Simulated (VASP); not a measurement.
A run of VASP 6.6.1:

INCAR

```
PREC = Accurate
ENCUT = 600
EDIFF = 1E-6
ISMEAR = 0
SIGMA = 0.1
LREAL = False
LASPH = True
NELM = 100
ALGO = Normal
ISIF = 3
LWAVE = False
LCHARG = False
GGA = PE
IBRION = 2
NSW = 100
EDIFFG = -0.002
```

Contents of KPOINTS:

```
Automatic mesh
0
Gamma
  12 12 12
```

File POSCAR:

```
GaSb
1.0
    0.0000000000      3.0590000000      3.0590000000
    3.0590000000      0.0000000000      3.0590000000
    3.0590000000      3.0590000000      0.0000000000
Ga Sb
1 1
Direct
    0.0000000000      0.0000000000      0.0000000000
    0.2500000000      0.2500000000      0.2500000000
```

Potentials or basis: VASP PAW PBE potentials, release 64 (Ga_d, Sb).

Run with:

```sh
$ cat potpaw_PBE.64/Ga_d/POTCAR potpaw_PBE.64/Sb/POTCAR > POTCAR
$ mpirun -np 1 vasp_std > vasp.out
```

Hardware: 1 thread of AMD EPYC 9R45 (Zen 5), on a shared host.

Problem. How long does it take, and how much memory?

Solution. Run time: 110 s on 1 thread of AMD EPYC 9R45 (Zen 5) (shared host), peak memory 0.23 GiB. Counts: scf iterations 37, k points 72, ion steps 6.
